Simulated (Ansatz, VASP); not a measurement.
## Cross-check of Hf (Hafnium) between VASP and Ansatz

Aim: how closely do two programs agree when they are given the same cell, functional and k mesh? The structure shown is the end of the Ansatz relaxation below.

Method: plane waves, with VASP 6.6.1 beside it; single point at LDA, in Ansatz 0.2.0.

## Step 1: The structure

Symmetry: P6_3/mmc, No. 194, hexagonal system. Conventional cell: a = 3.002 Å, b = 3.002 Å, c = 4.802 Å, α = 90.00°, β = 90.00°, γ = 120.00°. Nearest to Hf lie 12 Hf at 2.96 to 3.00 Å.

## Step 2: Ansatz: relaxation, LDA

Ansatz runs on its PAW soft_1 files.

This run makes the geometry at which the two programs are then compared.

input.yaml

```yaml
crystal:
  lattice:
    - [3.0051767525, 0.0, 0.0]
    - [-1.5025883762, 2.6025594106, 0.0]
    - [0.0, 0.0, 4.7935700807]
  atoms:
    - { symbol: Hf, position: [0.3333333333, 0.6666666667, 0.25] }
    - { symbol: Hf, position: [0.6666666667, 0.3333333333, 0.75] }
kpoints:
  mp_grid: { grid: [15, 15, 8] }
hamiltonian:
  xc: lda
  pseudopotentials: { kind: paw, azcp: { folder: soft_1 }, xc_functional: pbe }
scf:
  occupations: { method: methfessel_paxton, width: 0.2 }
output:
  forces: true
  stress: true
  eigenvalues: true
relax:
  adjacent_minimum: "off"
  f_tol: 0.001
  max_steps: 60
  cell: { stress_tol: 0.01, fix: [volume] }
```

On the command line:

```
$ ansatz run input.yaml --threads 4 --pin off --max-ram 10240MiB --backend cpu --events-out ev --progress --plain --runs-dir out
```

Numbers of over 12 decimals in the logs are rounded to 6 here.

Output:

```text
Engine: ansatz 0.2.0, x86_64-unknown-linux-gnu
Pseudopotentials: kind: paw
Pseudopotential: Hf, paw, valence charge 26, recommended cutoff 420 eV (normal), soft_1/Hf.paw.azcp
Functional definition: SPW92
  exchange = slater_x
  correlation = pw_c
Crystal: 2 atoms, lattice volume = 37.491 Å³
Basis set: ecut = 420 eV, 713 PW (Γ)
Bands: 32, of which v1, the nominal top of the filled ones, is band 26 counted from 1 (25 counted from 0)
Symmetry: 24 space group operations
Space group: P63/mmc (ITA 194), of the structure as read, at distance tolerance 3.3e-5 Å
k-points: 135 of 1800
Non-local potential: Hf, projectors of the file, l = 0: 3, l = 1: 2, l = 2: 2, l = 3: 3
PAW form: soft (Blöchl's): semilocal exchange-correlation on the pseudo side does not see the compensation charge
PAW frozen core: Hf, regenerated for the run's functional, and the local potential with it (the file was generated under x = pbe(κ = 0.804, μ = 0.219515), c = pbe(β = 0.066725))
PAW one-centre angular grid: Hf, 590 points (default); XC on 64 Gauss nodes
Initial density: superposition of atomic densities (chi_scale 0.1, normalization cell)
Initial wavefunctions: pseudopotential atomic-orbital guess
Functional: x = slater, c = lda
SCF iter   1: F=—  HF=-30955.013135 eV  |F-HF|=—  |Δ(HF+E_count)|=         —  Δρ=3.59e-2  dr2=5.21e-1  ethr=3.10e-3  ⟨swp⟩=5.6  Hψ=16215  notcnv=0
preconditioner: auto → Kerker (q_TF=auto, 2.881 Å⁻¹)  [metal: Δε(μ)=0.011 eV  Ē_g=17.077 eV  σ=0.200 eV  W_gap=0.05  n_scr=22 (ndim 8)  ℏωp=42.0 eV  f_vac=0.000  D(μ)=1.59/eV (n_scr^D=22)]
SCF iter   2: F=—  HF=-30954.880980 eV  |F-HF|=—  |Δ(HF+E_count)|=   1.32e-1  S|Δr|=    0.00e0  Δρ=2.13e-2  dr2=1.86e-1  ethr=1.00e-3  ⟨swp⟩=3.1  Hψ=8804  notcnv=0  defer=74
SCF iter   3: F=—  HF=-30954.831975 eV  |F-HF|=—  |Δ(HF+E_count)|=   4.90e-2  S|Δr|=    0.00e0  Δρ=8.81e-3  dr2=3.25e-2  ethr=3.57e-4  ⟨swp⟩=2.0  Hψ=6854  notcnv=0  defer=78
SCF iter   4: F=—  HF=-30954.801718 eV  |F-HF|=—  |Δ(HF+E_count)|=   3.03e-2  S|Δr|=    0.00e0  Δρ=3.52e-3  dr2=2.11e-3  ethr=6.26e-5  ⟨swp⟩=2.4  Hψ=7947  notcnv=0  defer=78
SCF iter   5: F=—  HF=-30954.802589 eV  |F-HF|=—  |Δ(HF+E_count)|=   8.71e-4  S|Δr|=    0.00e0  Δρ=7.39e-4  dr2=1.58e-4  ethr=4.06e-6  ⟨swp⟩=3.2  Hψ=7447  notcnv=0  defer=78
SCF iter   6: F=—  HF=-30954.802777 eV  |F-HF|=—  |Δ(HF+E_count)|=   1.88e-4  S|Δr|=    0.00e0  Δρ=1.45e-4  dr2=5.53e-6  ethr=3.03e-7  ⟨swp⟩=3.0  Hψ=8296  notcnv=0  defer=78
SCF iter   7: F=—  HF=-30954.802787 eV  |F-HF|=—  |Δ(HF+E_count)|=   9.42e-6  S|Δr|=    0.00e0  Δρ=2.85e-5  dr2=2.56e-7  ethr=1.06e-8  ⟨swp⟩=3.8  Hψ=10097  notcnv=0  defer=80
SCF iter   8: F=-30954.802787 eV  HF=-30954.802787 eV  |F-HF|=6.34e-9  |Δ(HF+E_count)|=   2.86e-8  S|Δr|=    0.00e0  Δρ=5.07e-6  dr2=8.88e-9  ethr=1.92e-10  ⟨swp⟩=15.2  Hψ=35206  notcnv=0
SCF 1 converged in 8 iterations: F = -30954.802787 eV  dr2 = 8.88e-9
  greatest PAW one-centre occupation: 0.998 electrons in one spin orbital (limit 2), on the Hf atom at site 1 (counted from 0), in its partial waves of l = 3
relax step   1: F+E_penalty+E_count = -30954.80278663 eV  Δ(F+E_penalty+E_count) = +0.000e0 eV  max|allowed force component| = 3.886e-16 eV/Å  Δτ_max = 0.0000 Å  P = +15.137 GPa  Ω = 37.491 Å³  fix = [volume]  reactions: volume +15.137 GPa  (8 SCF iters, dr2 threshold 1.00e-7 eV, accepted)
[...]
relax step   2: F+E_penalty+E_count = -30954.80284721 eV  Δ(F+E_penalty+E_count) = -6.058e-5 eV  max|allowed force component| = 1.758e-16 eV/Å  Δτ_max = 0.0000 Å  P = +15.084 GPa  Ω = 37.491 Å³  energy of the carried Pulay correction = +6.545e-7 eV  fix = [volume]  reactions: volume +15.084 GPa  (3 SCF iters, dr2 threshold 1.84e-7 eV, accepted)
[...]
relax step   3: F+E_penalty+E_count = -30954.80287193 eV  Δ(F+E_penalty+E_count) = -2.472e-5 eV  max|allowed force component| = 3.701e-16 eV/Å  Δτ_max = 0.0000 Å  P = +15.102 GPa  Ω = 37.491 Å³  energy of the carried Pulay correction = +4.254e-7 eV  fix = [volume]  reactions: volume +15.102 GPa  (4 SCF iters, dr2 threshold 5.34e-8 eV, accepted)
[...]
relax step   4: F+E_penalty+E_count = -30954.80287289 eV  Δ(F+E_penalty+E_count) = -9.589e-7 eV  max|allowed force component| = 4.441e-16 eV/Å  Δτ_max = 0.0000 Å  P = +15.102 GPa  Ω = 37.491 Å³  fix = [volume]  reactions: volume +15.102 GPa  stress off target by 6.20e-4 GPa on what of the cell is left free  SCF on the basis re-selected at this cell (its energy is not comparable with the rows above)  (5 SCF iters)
basis re-selected at this cell: Δ(F+E_penalty+E_count) = -9.589e-7 eV, ΔP = -0.000 GPa vs the last step (what re-selecting the basis moved, of the pressure what is left beyond the Pulay correction that the steps carried, after the strain that the cell walked since its last selection, with what the two solves' SCF thresholds leave and, on support functions, any second-order correction that the steps lacked; it is no m [...]
SCF converged after 5 iterations
Stability not checked: this state was not tested for a lower state beside it, because cold or Methfessel-Paxton smearing, or corrected tetrahedra, fill the levels in a way that the test cannot read (fill_not_monotonic; see scf.lower_state_search)
Free energy (F): -30954.802873 eV
Harris-Foulkes:  -30954.802873 eV  (|F-HF|=7.28e-12)
Internal energy: -30954.803526 eV  (E = F + TS)
E sigma→0 (E₀):  -30954.803036 eV
Entropy (-TS):   0.000653 eV (0.327 meV/atom)
Fermi energy:    21.694096 eV
--- Per-component energies (eV) ---
  E_band       = 177.666220
  E_kinetic    = 835.071996
  E_local      = -11675.632372  (includes V_loc(G=0)·N_el)
  E_nonlocal   = 142.536295
  E_hartree    = 5764.631870
  E_xc         = -534.718601
  E_vxc        = -517.513581  (∫ρ·V_xc dr)
  E_paw        = -14909.036425  (= ΣΔE_a)
  E_vpaw       = -136.060055  (= ΣTr[D̂ρ^β])
  E_aug_tail   = 0.000236  (compensation charges beyond the density's cutoff)
  E_ewald      = -10582.570700
  E_core_change = 4.914176  (= ΣΔE_core)
  E_smearing   = 0.000653  (= −TS)
  E_closure    = -0.000000  (closes the sum)
  Σ components = -30954.802873   (vs F -30954.802873, Δ=0.00e0)
--- Forces (eV/Å), atoms counted from 1 ---
  atom   1  Hf     0.00000000    -0.00000000     0.00000000
  atom   2  Hf    -0.00000000     0.00000000     0.00000000
  max |Σ_I F_I| component: 7.40e-17 eV/Å
--- Stress (GPa, compression-positive) ---
       15.102479      -0.000000       0.000000
       -0.000000      15.102479       0.000000
        0.000000       0.000000      15.101549
  P = ⅓ Tr σ = 15.1022 GPa (151.022 kbar)
--- Band table (eV; the first three rows and the last of 135) ---
  k-point 0: bands = [... 22 lower, 13.7425, 17.3266, 22.7888, 22.7888, 22.9939, 23.1082, 23.7791, 23.7791, ... 2 higher]
  k-point 1: bands = [... 22 lower, 13.9193, 17.3010, 22.6978, 22.6978, 22.7952, 22.8524, 23.6389, 23.6389, ... 2 higher]
  k-point 2: bands = [... 22 lower, 14.4234, 17.1576, 22.1536, 22.4820, 22.5652, 22.5652, 23.3094, 23.3094, ... 2 higher]
  k-point 134: bands = [... 22 lower, 19.4994, 19.4994, 19.9782, 19.9782, 21.7280, 21.7280, 24.3893, 24.3893, ... 2 higher]
--- Relaxed structure (3 steps of the walk, 3 accepted, 1 SCFs on fresh bases) ---
  F+E_penalty+E_count = -30954.80287289 eV   max|allowed force component| = 4.441e-16 eV/Å   (the final SCF, on the basis selected at the relaxed cell)
  cell:  # Å, volume = 37.4912 Å³
    - [3.002489, -2.8841629441809784e-11, 0.0]
    - [-1.501245, 2.600232, 0.0]
    - [0.0, 0.0, 4.802155]
  atoms:
    - { symbol: Hf, position: [0.333333, 0.666667, 0.25] }
    - { symbol: Hf, position: [0.666667, 0.333333, 0.75] }
```

## Step 3: VASP: single point, LDA, pair 1

The same cell, functional (in two slightly different forms), mesh and smearing now go to VASP, with its own data sets.

Lines of VASP's logs that name or quote its potential files are left out, and so is its time.

INCAR

```
SYSTEM = Hf
PREC = Accurate
ENCUT = 500
EDIFF = 1E-06
NELM = 120
ISMEAR = 1
SIGMA = 0.2
LREAL = .FALSE.
ALGO = Normal
GGA = PW92
NBANDS = 16
LASPH = .TRUE.
LORBIT = 11
LWAVE = .FALSE.
LCHARG = .FALSE.
ISIF = 2
GGA_COMPAT = .FALSE.
KPAR = 2
```

POSCAR

```
Hf
1.0
    3.0024894624      0.0000000000      0.0000000000
   -1.5012447312      2.6002321491      0.0000000000
    0.0000000000      0.0000000000      4.8021546092
Hf
2
Direct
    0.3333333334      0.6666666668      0.2500000000
    0.6666666668      0.3333333334      0.7500000000
```

KPOINTS

```
Automatic mesh
0
Gamma
15 15 8
0 0 0
```

The projector-augmented-wave data sets are Hf_pv (LDA family, release 64).

On the command line:

```
$ mpirun -np 2 vasp_std
```

Output:

```text
[banner, memory and clock lines left out]
running    2 mpi-ranks, on    1 nodes
 distrk:  each k-point on    1 cores,    2 groups
 distr:  one band on    1 cores,    1 groups

 POSCAR found type information on POSCAR Hf
 POSCAR found :  1 types and       2 ions
|                                                                             |
|               ----> ADVICE to this user running VASP <----                  |
|                                                                             |
|     You enforced a specific xc type in the INCAR file but a different       |
|     [... a line on the potential file left out ...]
|     I HOPE YOU KNOW WHAT YOU ARE DOING!                                     |
|                                                                             |

 LDA part: xc-table for (Slater(with rela. corr.)+PW92), standard interpolation
 POSCAR, INCAR and KPOINTS ok, starting setup
 FFT: planning ... GRIDC
 FFT: planning ... GRID_SOFT
 FFT: planning ... GRID
 WAVECAR not read
 entering main loop
       N       E                     dE             d eps       ncg     rms          rms(c)
DAV:   1     0.481379772957E+02    0.48138E+02   -0.11457E+04  4328   0.118E+03
DAV:   2    -0.203187724637E+02   -0.68457E+02   -0.66941E+02  5760   0.255E+02
DAV:   3    -0.217716807347E+02   -0.14529E+01   -0.14475E+01  5616   0.260E+01
DAV:   4    -0.217804652355E+02   -0.87845E-02   -0.87712E-02  5304   0.244E+00
DAV:   5    -0.217805482781E+02   -0.83043E-04   -0.83040E-04  5688   0.198E-01    0.733E+01
DAV:   6    -0.213523881528E+02    0.42816E+00   -0.32773E-01  5176   0.399E+00    0.432E+01
DAV:   7    -0.211916460193E+02    0.16074E+00   -0.53421E-01  5312   0.491E+00    0.189E+00
DAV:   8    -0.211854828978E+02    0.61631E-02   -0.31624E-02  4976   0.129E+00    0.284E-01
DAV:   9    -0.211855474739E+02   -0.64576E-04   -0.69881E-04  5712   0.193E-01    0.158E-01
DAV:  10    -0.211855487267E+02   -0.12528E-05   -0.40454E-05  5104   0.470E-02    0.226E-01
DAV:  11    -0.211855443822E+02    0.43445E-05   -0.61885E-06  5216   0.177E-02    0.120E-02
DAV:  12    -0.211855443646E+02    0.17608E-07   -0.38311E-07  2880   0.462E-03
   1 F= -.21185544E+02 E0= -.21185725E+02  d E =0.541532E-03
```

OUTCAR, selected parts (step 3):

```text
ion  position               nearest neighbor table
   1  0.333  0.667  0.250-   2 2.96   2 2.96   2 2.96   2 2.96   2 2.96   2 2.96
   2  0.667  0.333  0.750-   1 2.96   1 2.96   1 2.96   1 2.96   1 2.96   1 2.96

  LATTYP: Found a hexagonal cell.
 ALAT       =     3.0024894624
 C/A-ratio  =     1.5993909952

 Subroutine GETGRP returns: Found 24 space group operations
 (whereof 12 operations were pure point group operations)

The static configuration has the point symmetry D_3d.
 The point group associated with its full space group is D_6h.

 Found    135 irreducible k-points:

   k-points           NKPTS =    135   k-points in BZ     NKDIM =    135   number of bands    NBANDS=     16

   dimension x,y,z NGX =    24 NGY =   24 NGZ =   36
   dimension x,y,z NGXF=    48 NGYF=   48 NGZF=   72

   ENCUT  =  500.0 eV  36.75 Ry    6.06 a.u.   5.47  5.47  8.76*2*pi/ulx,y,z

   NELECT =      20.0000    total number of electrons

 k-points in reciprocal lattice and weights: Automatic mesh
   0.00000000  0.00000000  0.00000000       0.001
   0.06666667 -0.00000000  0.00000000       0.003
   0.13333333  0.00000000  0.00000000       0.003
   0.20000000  0.00000000  0.00000000       0.003
   0.26666667  0.00000000  0.00000000       0.003
   0.33333333  0.00000000  0.00000000       0.003
   0.40000000  0.00000000  0.00000000       0.003
   0.46666667  0.00000000  0.00000000       0.003
   0.06666667  0.06666667  0.00000000       0.003
[...]
0.33333333  0.26666667  0.50000000       0.007
   0.33333333  0.33333333  0.50000000       0.001

 average (electrostatic) potential at core
       1 -35.8105       2 -35.8105

 E-fermi :   6.1604

 k-point     1 :       0.0000    0.0000    0.0000
  band No.  band energies     occupation
    ...
      4     -23.2975      2.00000
      5     -23.2952      2.00000
      6     -23.2952      2.00000
      7      -1.7484      2.00000
      8       1.8073      2.00000
      9       7.2618     -0.00000
     10       7.2618     -0.00000
     11       7.4632     -0.00000
     12       7.6186     -0.00000
     13       8.2539     -0.00000
    ...

 k-point     2 :       0.0667   -0.0000    0.0000
  band No.  band energies     occupation
    ...
      4     -23.3462      2.00000
      5     -23.3063      2.00000
      6     -23.3013      2.00000
      7      -1.5773      2.00000
      8       1.9751      2.00000
      9       6.7927     -0.00007
     10       7.3116     -0.00000
     11       7.4216     -0.00000
     12       7.8312     -0.00000
     13       8.0776     -0.00000
    ...

 k-point     3 :       0.1333    0.0000    0.0000
  band No.  band energies     occupation
    ...
      5     -23.3328      2.00000
      6     -23.3196      2.00000
      7      -1.0868      2.00000
      8       2.4367      2.00000
      9       6.1521      1.07053
     10       6.5382     -0.02250
     11       7.5955     -0.00000
     12       7.8950     -0.00000
     13       8.3468     -0.00000
     14       8.5059     -0.00000
    ...

  Total        3.5332588      3.5332588      3.5327156      0.0000000      0.0000000     -0.0000000
  in kB      150.9928139    150.9928139    150.9695981      0.0000000      0.0000000     -0.0000000
  external PRESSURE =     150.9850753 kB  Pullay stress =       0.0000000 kB

  energy-cutoff  :      500.00
  volume of cell :       37.49
      direct lattice vectors                 reciprocal lattice vectors
     3.002489462  0.000000000  0.000000000     0.333056956  0.192290523  0.000000000
    -1.501244731  2.600232149  0.000000000     0.000000000  0.384581046  0.000000000
     0.000000000  0.000000000  4.802154609     0.000000000  0.000000000  0.208239859

 POSITION                                       TOTAL-FORCE (eV/Angst)
 -----------------------------------------------------------------------------------
      0.00000      1.73349      1.20054         0.000000      0.000000      0.000000
      1.50124      0.86674      3.60162        -0.000000     -0.000000      0.000000
 -----------------------------------------------------------------------------------
    total drift:                               -0.000000     -0.000000      0.000000

  FREE ENERGIE OF THE ION-ELECTRON SYSTEM (eV)
  ---------------------------------------------------
  free  energy   TOTEN  =       -21.1855443646 eV

  energy  without entropy=      -21.1860858962  energy(sigma->0) =      -21.18572488

 total charge
# of ion       s       p       d       tot
------------------------------------------
    1        0.441   6.450   1.836   8.728
    2        0.441   6.450   1.836   8.728
--------------------------------------------------
tot          0.883  12.900   3.672  17.455

[... 3 further parts left out ...]
```

Harder data sets than Hf_pv exist (the GW ones), and pressures, volumes and forces can shift noticeably with them.

## Step 4: Comparison

Known differences besides the potentials themselves: the data sets hold 52 valence electrons in Ansatz (on its PAW soft_1 files) and 20 in VASP; the cutoff is 420 eV in Ansatz and 500 eV in VASP; VASP's log shows a relativistic correction to its local exchange, Ansatz's none; Ansatz's pressure holds a Pulay correction, VASP's none. Total energies have different zeros and are not compared.

Both answers:

```csv
quantity,Ansatz,VASP,difference
pressure (GPa),15.10,15.10,0.00
```

## Step 5: Ansatz: relaxation, LDA

This run makes the geometry at which the two programs are then compared. The cell compared in this pair holds 38.32 Å³, against 37.49 Å³ for the pair before.

The structure compared here is the end of the Ansatz relaxation.

Changes to input.yaml since step 2:

```diff
@@ -2,5 +2,5 @@
   lattice:
-    - [3.0051767525, 0.0, 0.0]
-    - [-1.5025883762, 2.6025594106, 0.0]
-    - [0.0, 0.0, 4.7935700807]
+    - [3.0296739507, 0.0, 0.0]
+    - [-1.5148369753, 2.6237746065, 0.0]
+    - [0.0, 0.0, 4.8211723189]
   atoms:
```

On the command line:

```
$ ansatz run input.yaml --threads 4 --pin off --max-ram 10240MiB --backend cpu --events-out ev --progress --plain --runs-dir out
```

Output:

```text
[...]
Crystal: 2 atoms, lattice volume = 38.324 Å³
Basis set: ecut = 420 eV, 725 PW (Γ)
Bands: 32, of which v1, the nominal top of the filled ones, is band 26 counted from 1 (25 counted from 0)
Symmetry: 24 space group operations
[...]
k-points: 135 of 1800
[...]
k-point 134: bands = [... 22 lower, 19.0391, 19.0391, 19.4963, 19.4963, 21.1818, 21.1818, 23.8484, 23.8484, ... 2 higher]
--- Relaxed structure (3 steps of the walk, 3 accepted, 1 SCFs on fresh bases) ---
[...]
cell:  # Å, volume = 38.3244 Å³
    - [3.027274, -2.88447380632469e-11, 0.0]
    - [-1.513637, 2.621697, 0.0]
    - [0.0, 0.0, 4.828818]
  atoms:
    - { symbol: Hf, position: [0.333333, 0.666667, 0.25] }
    - { symbol: Hf, position: [0.666667, 0.333333, 0.75] }
[key lines of the parts left out:]
SCF converged after 6 iterations
Free energy (F): -30954.872000 eV
Fermi energy:    21.180939 eV
P = ⅓ Tr σ = 11.5383 GPa (115.383 kbar)
```

## Step 6: VASP: single point, LDA, pair 2

The same cell, functional (in two slightly different forms), mesh and smearing now go to VASP, with its own data sets.

INCAR is that of step 3.

POSCAR

```
Hf
1.0
    3.0272744340      0.0000000000      0.0000000000
   -1.5136372170      2.6216965641      0.0000000000
    0.0000000000      0.0000000000      4.8288181854
Hf
2
Direct
    0.3333333334      0.6666666668      0.2500000000
    0.6666666668      0.3333333334      0.7500000000
```

KPOINTS is that of step 3.

On the command line:

```
$ mpirun -np 2 vasp_std
```

Output:

```text
[banner, memory and clock lines left out]
running    2 mpi-ranks, on    1 nodes
[...]
[... a notice as in an earlier step ...]

 LDA part: xc-table for (Slater(with rela. corr.)+PW92), standard interpolation
 POSCAR, INCAR and KPOINTS ok, starting setup
[...]
entering main loop
       N       E                     dE             d eps       ncg     rms          rms(c)
DAV:   1     0.472089920069E+02    0.47209E+02   -0.11457E+04  4328   0.118E+03
DAV:   2    -0.203813061690E+02   -0.67590E+02   -0.65927E+02  5816   0.252E+02
DAV:   3    -0.218601428850E+02   -0.14788E+01   -0.14683E+01  5560   0.260E+01
DAV:   4    -0.218694441329E+02   -0.93012E-02   -0.93004E-02  5432   0.248E+00
[...]
DAV:  10    -0.212548699348E+02   -0.43800E-06   -0.42504E-05  5064   0.480E-02    0.224E-01
DAV:  11    -0.212548657058E+02    0.42291E-05   -0.60281E-06  5272   0.173E-02    0.123E-02
DAV:  12    -0.212548656830E+02    0.22820E-07   -0.39805E-07  2896   0.470E-03
   1 F= -.21254866E+02 E0= -.21255145E+02  d E =0.838569E-03
```

(Continued in part 2 of 2.)

[Lines on the potential files, build, host, timing and source positions are cut from VASP's logs without a mark.]

[Logs are printed without paths, hosts, clocks, repeated set-up lines and the standing remarks that a program may print on its own settings, such as how far it seeks lower states.]

[Hosts, paths, dates, database ids (printed as entryN), source tags and the programs' standing remarks are cut or masked in the printed files.]
